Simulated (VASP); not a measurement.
# KPt (P-6m2) in VASP: a series of runs

One crystal, KPt, is run at these levels: RPBE; tasks: single point.

All numbers are computed with VASP 6.6.1; they aren't measurements. Logs are shortened: lines on timing, memory, paths and dates and some standing lists are left out, and cuts for length are marked.

**1. The structure**

Symmetry: P-6m2, No. 187, hexagonal system. Conventional cell: a = 3.001 Å, b = 3.001 Å, c = 5.346 Å, α = 90.00°, β = 90.00°, γ = 120.00°. Pt (site symmetry -6m2) is surrounded by 6 Pt at 3.00 Å and 6 K at 3.19 Å. K (site symmetry -6m2) has 6 K at 3.00 Å and 6 Pt at 3.19 Å as nearest neighbours.

The cell comes from a database or a generator and needn't be the stable form of this composition.

**2. Single point, RPBE**

INCAR

```
ALGO     = Fast           # electronic algorithm
EDIFF    = 1E-7           # SCF threshold, eV
ENCUT    = 520            # plane-wave cutoff, eV
GGA      = RP             # functional
ISIF     = 2              # what is computed and relaxed
ISMEAR   = 0              # smearing method
LASPH    = True           # aspherical terms in the spheres
LCHARG   = False          # write CHGCAR
LREAL    = False          # projectors in reciprocal space
LWAVE    = False          # write WAVECAR
NBANDS   = 16             # bands
NELM     = 60             # most SCF steps
PREC     = Accurate       # precision mode
SIGMA    = 0.02           # smearing width, eV
```

KPOINTS

```
k-points
0
Gamma
  10 10 5
```

POSCAR

```
KPt
1.0
    3.0008472788      0.0000000000      0.0000000000
   -1.5004236394      2.5988099763      0.0000000000
    0.0000000000      0.0000000000      5.3455780000
Pt K
1 1
Direct
    0.6666666667      0.3333333333      0.0000000000
    0.0000000000      0.0000000000      0.5000000000
```

Potentials or basis: VASP PAW PBE potentials, release 64 (Pt, K_sv).

Launch:

```
cat potpaw_PBE.64/Pt/POTCAR potpaw_PBE.64/K_sv/POTCAR > POTCAR
mpirun -np 1 vasp_std > vasp.out
```

OUTCAR:

```text
EDIFF = 1E-7
   ENCUT = 520
   GGA = RP
   ISIF = 2
   ISMEAR = 0
   LASPH = True
   LREAL = False
   NELM = 60
   PREC = Accurate

 ion  position               nearest neighbor table
   1  0.667  0.333  0.000-   2 3.19   2 3.19   2 3.19   2 3.19   2 3.19   2 3.19
   2  0.000  0.000  0.500-   1 3.19   1 3.19   1 3.19   1 3.19   1 3.19   1 3.19

  LATTYP: Found a hexagonal cell.
 ALAT       =     3.0008472788
 C/A-ratio  =     1.7813562315

  Lattice vectors:

 A1 = (   3.0008472788,   0.0000000000,   0.0000000000)
 A2 = (  -1.5004236394,   2.5988099763,   0.0000000000)
 A3 = (   0.0000000000,   0.0000000000,   5.3455780000)

Analysis of symmetry for initial positions (statically):
=====================================================================
 Subroutine PRICEL returns:
 Original cell was already a primitive cell.

 Routine SETGRP: Setting up the symmetry group for a
 hexagonal supercell.

 Subroutine GETGRP returns: Found 12 space group operations
 (whereof 12 operations were pure point group operations)
 out of a pool of 24 trial point group operations.

The static configuration has the point symmetry D_3h.

Analysis of symmetry for dynamics (positions and initial velocities):
=====================================================================
 Subroutine PRICEL returns:
 Original cell was already a primitive cell.

 Routine SETGRP: Setting up the symmetry group for a
 hexagonal supercell.

 Subroutine GETGRP returns: Found 12 space group operations
 (whereof 12 operations were pure point group operations)
 out of a pool of 24 trial point group operations.

The dynamic configuration has the point symmetry D_3h.

 Subroutine INISYM returns: Found 12 space group operations
 (whereof 12 operations are pure point group operations),
 and found     1 'primitive' translations

----------------------------------------------------------------------------------------

                                     Primitive cell

  volume of cell :      41.6882

  direct lattice vectors                    reciprocal lattice vectors
     3.000847279  0.000000000  0.000000000     0.333239218  0.192395752  0.000000000
    -1.500423639  2.598809976  0.000000000     0.000000000  0.384791504  0.000000000
     0.000000000  0.000000000  5.345578000     0.000000000  0.000000000  0.187070509

  length of vectors
     3.000847279  3.000847279  5.345578000     0.384791504  0.384791504  0.187070509

[... 81 lines left out ...]
   LREAL  =      F    real-space projection
   EDIFFG = 0.1E-05   stopping-criterion for IOM
   NSW    =      0    number of steps for IOM
   IBRION =     -1    ionic relax: 0-MD 1-quasi-New 2-CG
   NFREE  =      0    steps in history (QN), initial steepest desc. (CG)
   ISIF   =      2    stress and relaxation
   ISYM   =      2    0-nonsym 1-usesym 2-fastsym
   POTIM  = 0.5000    time-step for ionic-motion
   TEBEG  =    0.0;   TEEND  =   0.0 temperature during run
   PSTRESS=    0.0 pullay stress
   NELECT =      19.0000    total number of electrons
   NUPDOWN=      -1.0000    fix difference up-down
   EMIN   =  10.00;   EMAX   =-10.00  energy-range for DOS
   EFERMI =   0.00;   METHOD = LEGACY
   ISMEAR =     0;   SIGMA  =   0.02  broadening in eV -4-tet -1-fermi 0-gaus
   EFERMI_NEDOS =   21; number of points for ismear=-14 and -15
   IALGO  =     68    algorithm
   IMIX   =      4    mixing-type and parameters
     AMIX     =   0.40;   BMIX     =  1.00
     AMIX_MAG =   1.60;   BMIX_MAG =  1.00
  volume/ion in A,a.u.               =      20.84       140.66
  Fermi-wavevector in a.u.,A,eV,Ry     =   1.259858  2.380787 21.595748  1.587243
  Thomas-Fermi vector in A             =   2.393397
   LORBIT       =      0    0 simple, 1 ext, 2 COOP (PROOUT), +10 PAW based schemes
   GGA     = RP    functional components
   LHFCALC =     F    Hartree Fock is set to
   AEXX    =    0.0000 exact exchange contribution
   IVDW    =     0    specifies the selected vdW correction
   LEPSILON=     F    determine dielectric tensor
   LRPA    =     F    only Hartree local field effects (RPA)
 non-spin polarized calculation
 RMM-DIIS sequential band-by-band and
 Gauss-broadening in eV      SIGMA  =   0.02
  energy-cutoff  :      520.00
  volume of cell :       41.69
 maximum number of plane-waves:      1147
 NGX is ok and might be reduce to    24
   NGX = 11   NGY = 11   NGZ = 19

 number of electron      19.0000002 magnetization

 Free energy of the ion-electron system (eV)
  ---------------------------------------------------
  ext. energy  EPLUGINS =         0.00000000
  ---------------------------------------------------
  free energy    TOTEN  =        -5.68048744 eV

  energy without entropy =       -5.68002974  energy(sigma->0) =       -5.68025859

 E-fermi :   5.6153     XC(G=0): -10.4365

 val. band max:        5.5963295572   @ k =   0.3000   0.1000   0.2000
 cond. band min:       5.6340602890   @ k =   0.3000   0.1000   0.4000
 fundamental gap:      0.0377307318
 Fermi energy:         5.6153394784

 k-point     1 :       0.0000    0.0000    0.0000
  band No.  band energies     occupation
      1     -26.8368      2.00000
      2     -10.0382      2.00000
      3      -9.1911      2.00000
      4      -9.1911      2.00000
      5      -0.7516      2.00000
      6       2.3451      2.00000
[... 433 lines left out ...]
      3      -9.7953      2.00000
      4      -9.5664      2.00000
      5       1.5082      2.00000
      6       2.3930      2.00000
[... 8 lines left out ...]
     15      14.0131      0.00000
     16      14.4602      0.00000

 [... further k-points ...]

------------------------ aborting loop because EDIFF is reached ----------------------------------------

  FORCE on cell =-STRESS in cart. coord.  units (eV):
  Direction    XX          YY          ZZ          XY          YZ          ZX
  --------------------------------------------------------------------------------------
  -------------------------------------------------------------------------------------
  Total        0.8346764      0.8346764      1.0205104      0.0000000      0.0000000      0.0000000
  in kB       32.0786160     32.0786160     39.2206639      0.0000000      0.0000000      0.0000000
  external PRESSURE =      34.4592986 kB  Pullay stress =       0.0000000 kB

 VOLUME and BASIS-vectors are now :
 -----------------------------------------------------------------------------
  energy-cutoff  :      520.00
  volume of cell :       41.69
      direct lattice vectors                 reciprocal lattice vectors
     3.000847279  0.000000000  0.000000000     0.333239218  0.192395752  0.000000000
    -1.500423639  2.598809976  0.000000000     0.000000000  0.384791504  0.000000000
     0.000000000  0.000000000  5.345578000     0.000000000  0.000000000  0.187070509

 POSITION                                       TOTAL-FORCE (eV/Angst)
 -----------------------------------------------------------------------------------
      1.50042      0.86627      0.00000        -0.000000      0.000000      0.000000
      0.00000      0.00000      2.67279         0.000000      0.000000      0.000000
 -----------------------------------------------------------------------------------
    total drift:                               -0.000000      0.000000      0.000000

  FREE ENERGIE OF THE ION-ELECTRON SYSTEM (eV)
  ---------------------------------------------------
  free  energy   TOTEN  =        -5.6804874379 eV

  energy  without entropy=       -5.6800297421  energy(sigma->0) =       -5.68025859
```

OSZICAR:

```text
N       E                     dE             d eps       ncg     rms          rms(c)
DAV:   1     0.116084186946E+03    0.11608E+03   -0.93514E+03  1352   0.110E+03
DAV:   2    -0.153170457462E+01   -0.11762E+03   -0.11097E+03  1752   0.288E+02
DAV:   3    -0.592655727191E+01   -0.43949E+01   -0.43633E+01  2288   0.444E+01
[... 12 lines left out ...]
RMM:  16    -0.568048625717E+01   -0.75487E-06   -0.47183E-06  2033   0.904E-03    0.350E-03
RMM:  17    -0.568048632162E+01   -0.64453E-07   -0.24240E-06  1891   0.716E-03    0.609E-03
RMM:  18    -0.568048706253E+01   -0.74092E-06   -0.12415E-06  1922   0.684E-03    0.132E-03
RMM:  19    -0.568048734339E+01   -0.28086E-06   -0.52852E-07  1487   0.381E-03    0.446E-04
RMM:  20    -0.568048748098E+01   -0.13758E-06   -0.31090E-07  1230   0.255E-03    0.662E-04
RMM:  21    -0.568048743791E+01    0.43070E-07   -0.18873E-07  1114   0.201E-03
   1 F= -.56804874E+01 E0= -.56802586E+01  d E =-.457696E-03
```

stdout:

```text
POSCAR found type information on POSCAR PtK
 POSCAR found :  2 types and       2 ions
 scaLAPACK will be used
[... 19 lines left out ...]
 num prob  num prob  num prob  num prob  num prob  num prob WARNING in EDDRMM: call to ZHEGV failed, returncode =   6  3     15
 num prob  num prob  num prob  num prob  num prob  num prob  num prob RMM:  20    -0.568048748098E+01   -0.13758E-06   -0.31090E-07  1230   0.255E-03    0.662E-04
 num prob WARNING in EDDRMM: call to ZHEGV failed, returncode =   6  3     12
 num prob  num prob  num prob  num prob WARNING in EDDRMM: call to ZHEGV failed, returncode =   8  4     16
 num prob  num prob  num prob  num prob  num prob RMM:  21    -0.568048743791E+01    0.43070E-07   -0.18873E-07  1114   0.201E-03
```

Wall time 34 s (1 thread of Intel Xeon Platinum 8259CL at 2.50GHz (Skylake/Cascade Lake), shared host); peak memory 0.17 GiB.

Results:

```
Free energy            : -5.6805 eV
Pressure               : 3.4 GPa
Band gap on the k mesh : none (metal or under the smearing width)
```

Stress tensor (GPa, compression positive):
```
3.21 0.00 0.00
0.00 3.21 0.00
0.00 0.00 3.92
```

Levels at points of the mesh, in eV from the Fermi level:
| k point | band 7 | band 8 | band 9 | band 10 | band 11 | band 12 | band 13 | band 14 |
| --- | --- | --- | --- | --- | --- | --- | --- | --- |
| (0.00, 0.00, 0.00) | -2.33 | -2.33 | -0.99 | -0.99 | 1.68 | 2.14 | 5.73 | 5.73 |
| (0.50, 0.00, 0.00) | -2.20 | -1.51 | 0.07 | 0.55 | 1.94 | 2.45 | 3.64 | 8.18 |

Caveat: the PAW data sets were made with another functional, which shifts forces and pressure a little.

**3. Single point, RPBE**

run.py

```python
from ase.calculators.vasp import Vasp
from ase.dft.bandgap import bandgap
from ase.spacegroup import crystal

atoms = crystal(
    ['Pt', 'K'],
    basis=[[0.6666666667, 0.3333333333, 0.0], [0.0, 0.0, 0.5]],
    spacegroup=187,
    setting=1,
    cellpar=[3.00084728, 3.00084728, 5.345578, 90.0, 90.0, 120.0],
    primitive_cell=True,
)
calc = Vasp(
    directory='calc',
    xc='rpbe',
    pp='PBE',
    setups='recommended',
    prec='Accurate',
    encut=520,
    ediff=1e-06,
    ismear=0,
    sigma=0.02,
    lreal=False,
    lasph=True,
    nelm=80,
    algo='Fast',
    isif=2,
    lwave=False,
    lcharg=False,
    kpts=[10, 10, 5],
    gamma=True,
    nbands=16,
)
atoms.calc = calc

print('energy (eV):', atoms.get_potential_energy())
print('free energy (eV):', atoms.get_potential_energy(force_consistent=True))
print('forces (eV/A):')
print(atoms.get_forces())
print('stress (eV/A^3, Voigt):', atoms.get_stress())
print('Fermi level (eV):', calc.get_fermi_level())
gap, top, bottom = bandgap(calc)
print('band gap (eV):', gap, 'from (spin, k, band)', top, 'to', bottom)
```

Potentials or basis: VASP PAW PBE potentials, release 64 (Pt, K_sv).

Launch:

```
python run.py
```

The log of the run:

```text
energy (eV): -5.68025734
free energy (eV): -5.68048618
forces (eV/A):
[[ 0. -0.  0.]
 [-0.  0.  0.]]
stress (eV/A^3, Voigt): [-0.02003497 -0.02003497 -0.02445595  0.         -0.         -0.        ]
Fermi level (eV): 5.61573732
band gap (eV): 0.0 from (spin, k, band) (None, None, None) to (None, None, None)
```

OUTCAR:

```text
ENCUT = 520.000000
   EDIFF = 1.00e-06
   GGA = RP
   PREC = Accurate
   ISIF = 2
   ISMEAR = 0
   NELM = 80
   LASPH = .TRUE.
   LREAL = .FALSE.

 ion  position               nearest neighbor table
   1  0.667  0.333  0.000-   2 3.19   2 3.19   2 3.19   2 3.19   2 3.19   2 3.19
   2  0.000  0.000  0.500-   1 3.19   1 3.19   1 3.19   1 3.19   1 3.19   1 3.19

  LATTYP: Found a hexagonal cell.
[... 658 lines left out ...]
  in kB       32.0995566     32.0995566     39.1827451      0.0000000      0.0000000      0.0000000
  external PRESSURE =      34.4606194 kB  Pullay stress =       0.0000000 kB

 VOLUME and BASIS-vectors are now :
 -----------------------------------------------------------------------------
  energy-cutoff  :      520.00
  volume of cell :       41.69
      direct lattice vectors                 reciprocal lattice vectors
     3.000847280  0.000000000  0.000000000     0.333239218  0.192395752  0.000000000
    -1.500423640  2.598809977  0.000000000     0.000000000  0.384791504  0.000000000
     0.000000000  0.000000000  5.345578000     0.000000000  0.000000000  0.187070509

 POSITION                                       TOTAL-FORCE (eV/Angst)
 -----------------------------------------------------------------------------------
      1.50042      0.86627      0.00000         0.000000     -0.000000      0.000000
      0.00000      0.00000      2.67279        -0.000000      0.000000      0.000000
 -----------------------------------------------------------------------------------
    total drift:                               -0.000000      0.000000      0.000000

  FREE ENERGIE OF THE ION-ELECTRON SYSTEM (eV)
  ---------------------------------------------------
  free  energy   TOTEN  =        -5.6804861841 eV

  energy  without entropy=       -5.6800285014  energy(sigma->0) =       -5.68025734
```

INCAR:

```text
ENCUT = 520.000000
SIGMA = 0.020000
EDIFF = 1.00e-06
ALGO = Fast
GGA = RP
PREC = Accurate
ISIF = 2
ISMEAR = 0
NBANDS = 16
NELM = 80
LASPH = .TRUE.
LCHARG = .FALSE.
LWAVE = .FALSE.
LREAL = .FALSE.
```

Run time: 29 s. Hardware: 1 thread of Intel Xeon Platinum 8259CL at 2.50GHz (Skylake/Cascade Lake), shared host; peak memory 0.17 GiB.

Results:

```yaml
Free_energy: -5.6805 eV
Pressure: 3.4 GPa
Band_gap_on_the_k_mesh: none (metal or under the smearing width)
```

Caveat: the PAW data sets were made with another functional, which shifts forces and pressure a little. The run has no spin-orbit coupling, so splittings on Pt are missing.

**4. The reference run**

An earlier run on the cell as given: functional PBE; potentials or basis VASP PAW PBE potentials, release 64 (Pt, K_sv); cutoff 520 eV; k mesh 10 × 10 × 5; occupations fermi-dirac, width 0.05 eV; no spin polarisation.

- Pressure: 0.5 GPa
- Band gap on the k mesh: none (metal or under the smearing width)
